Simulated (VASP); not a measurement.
Output of a VASP run:

OSZICAR:
```
       N       E                     dE             d eps       ncg     rms          rms(c)
DAV:   1     0.935518592302E+02    0.93552E+02   -0.70987E+03   416   0.957E+02
DAV:   2     0.116051885614E-01   -0.93540E+02   -0.87479E+02   471   0.241E+02
DAV:   3    -0.380160971438E+01   -0.38132E+01   -0.38021E+01   496   0.513E+01
DAV:   4    -0.383912559480E+01   -0.37516E-01   -0.37505E-01   594   0.471E+00
DAV:   5    -0.383922095138E+01   -0.95357E-04   -0.95356E-04   471   0.227E-01    0.701E+00
DAV:   6    -0.363995028566E+01    0.19927E+00   -0.48898E-01   471   0.995E+00    0.562E+00
DAV:   7    -0.363390503641E+01    0.60452E-02   -0.10456E-01   466   0.250E+00    0.214E+00
DAV:   8    -0.363332841198E+01    0.57662E-03   -0.10383E-02   431   0.135E+00    0.563E-01
DAV:   9    -0.363337445776E+01   -0.46046E-04   -0.83972E-04   486   0.357E-01    0.123E-01
DAV:  10    -0.363340641364E+01   -0.31956E-04   -0.95750E-05   467   0.972E-02    0.518E-02
DAV:  11    -0.363342233860E+01   -0.15925E-04   -0.38141E-05   451   0.517E-02    0.320E-02
DAV:  12    -0.363342072978E+01    0.16088E-05   -0.46827E-06   501   0.195E-02    0.175E-02
DAV:  13    -0.363342067813E+01    0.51649E-07   -0.39104E-07   263   0.418E-03
   1 F= -.36334207E+01 E0= -.36332421E+01  d E =-.357089E-03
```

**OUTCAR**
```
------------------------ aborting loop because EDIFF is reached ----------------------------------------
  FORCE on cell =-STRESS in cart. coord.  units (eV):
  Direction    XX          YY          ZZ          XY          YZ          ZX
  --------------------------------------------------------------------------------------
  Total        0.5005392      0.5005392      0.5005392     -0.0000000      0.0000000     -0.0000000
  in kB       11.2127094     11.2127094     11.2127094     -0.0000000      0.0000000     -0.0000000
  external PRESSURE =      11.2127094 kB  Pullay stress =       0.0000000 kB
  volume of cell :       71.52
      direct lattice vectors                 reciprocal lattice vectors
     0.000000000  3.294600000  3.294600000    -0.151763492  0.151763492  0.151763492
     3.294600000  0.000000000  3.294600000     0.151763492 -0.151763492  0.151763492
     3.294600000  3.294600000  0.000000000     0.151763492  0.151763492 -0.151763492
 POSITION                                       TOTAL-FORCE (eV/Angst)
 -----------------------------------------------------------------------------------
      0.00000      0.00000      0.00000        -0.000000     -0.000000     -0.000000
      1.64730      1.64730      1.64730         0.000000      0.000000      0.000000
 -----------------------------------------------------------------------------------
    total drift:                                0.000000      0.000000      0.000000
  FREE ENERGIE OF THE ION-ELECTRON SYSTEM (eV)
  ---------------------------------------------------
  free  energy   TOTEN  =        -3.6334206781 eV

  energy  without entropy=       -3.6330635894  energy(sigma->0) =       -3.63324213
```
(Selected blocks of OUTCAR.)

POSCAR:
```
HgTe
1
    0.0000000000     3.2946000000     3.2946000000
    3.2946000000     0.0000000000     3.2946000000
    3.2946000000     3.2946000000     0.0000000000
Hg Te
1 1
Direct
  0.0000000000   0.0000000000   0.0000000000
  0.2500000000   0.2500000000   0.2500000000
```

Q: Reconstruct the remaining input files.

A: One answer among several that fit: the input of the run itself, PBE GGA, plane waves, VASP's PBE PAW potentials (set 64).

**INCAR**
```
! general
SYSTEM  = HgTe
PREC    = Accurate
ENCUT   = 400   ! plane-wave cut-off (eV)
LREAL   = .FALSE.
LASPH   = .TRUE.   ! aspherical one-centre terms

! electronic loop
EDIFF   = 1E-6   ! SCF stop (eV)
NELM    = 100   ! most electronic steps
ALGO    = Normal
LMAXMIX = 6   ! l cut-off of mixed one-centre charges

! smearing
ISMEAR  = 0   ! Gaussian
SIGMA   = 0.05

! functional
GGA     = PE   ! PBE

! ions
ISIF    = 2   ! forces and stress, cell fixed

! output
LWAVE   = .FALSE.
LCHARG  = .FALSE.
```

### KPOINTS
```
Automatic mesh
0
Gamma
6 6 6
0 0 0
```

POTCAR, in this order: Hg Te (PBE.64 set). Program: vasp_std.

The compound is HgTe in the zinc blende structure. The cell was not relaxed at this level.
